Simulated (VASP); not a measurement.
VASP input:

File POSCAR:
```
PbO
1
    4.0566560665     0.0000000000     0.0000000000
    0.0000000000     4.0566560665     0.0000000000
    0.0000000000    -0.0000000000     5.4520768251
Pb O
2 2
Direct
  0.5000000000   0.0000000000   0.7814729638
  1.0000000000   0.5000000000   0.2185270362
  0.5000000000   0.5000000000   0.0000000000
  0.0000000000   0.0000000000   0.0000000000
```

**KPOINTS**
```
Automatic
0
Gamma
 5 5 4
0 0 0
```

### INCAR
```
GGA=PE   # PBE
NELM=100   # most electronic steps
PREC=Accurate
LASPH=.TRUE.
NSW=30   # most ionic steps
LREAL=.FALSE.   # projection in real space or not
SIGMA=0.05   # width (eV)
ISMEAR=0   # Gaussian
IBRION=1   # quasi-Newton
SYSTEM=PbO
LWAVE=.FALSE.
ENCUT=520   # plane-wave cut-off (eV)
EDIFF=1E-8   # SCF stop (eV)
EDIFFG=-0.001   # ionic stop
ISIF=2   # forces and stress, cell fixed
LMAXMIX=4   # l cut-off of mixed one-centre charges
ALGO=Normal   # blocked Davidson
LCHARG=.FALSE.
```

POTCAR, in this order: Pb_d O (PBE.64 set). Program: vasp_std.

Q: Translate this PBE calculation to Quantum ESPRESSO's pw.x.

A: One equivalent input (not run):
```
&CONTROL
  calculation = 'relax'
  pseudo_dir = './pseudo'
  outdir = './out'
  tprnfor = .true.
  tstress = .true.
  nstep = 30
  forc_conv_thr = 3.9e-05
/
&SYSTEM
  ibrav = 0
  nat = 4
  ntyp = 2
  ecutwfc = 84
  occupations = 'smearing'
  smearing = 'gaussian'
  degauss = 0.003675
  input_dft = 'pbe'
/
&ELECTRONS
  conv_thr = 7.3e-10
  electron_maxstep = 100
/
&IONS
/
ATOMIC_SPECIES
  Pb 207.200 Pb.upf
  O 15.999 O.upf
CELL_PARAMETERS angstrom
     4.0566561    0.0000000    0.0000000
     0.0000000    4.0566561    0.0000000
     0.0000000   -0.0000000    5.4520768
ATOMIC_POSITIONS crystal
  Pb   0.5000000  0.0000000  0.7814730
  Pb   1.0000000  0.5000000  0.2185270
  O    0.5000000  0.5000000  0.0000000
  O    0.0000000  0.0000000  0.0000000
K_POINTS automatic
  5 5 4 0 0 0
```
What does not carry over: the potentials are each code's own (VASP's PAW set, PseudoDojo norm-conserving files in pw.x), so ENCUT and ecutwfc are chosen apart and not converted; conv_thr bounds pw.x's estimated SCF error, while EDIFF bounds the energy change between steps; forc_conv_thr acts on force components and is met together with etot_conv_thr.

The compound is PbO in the litharge structure. This run relaxes the ions in a fixed cell. Symmetry was kept, so distortions that lower it aren't found. The start is the result of an earlier pass.
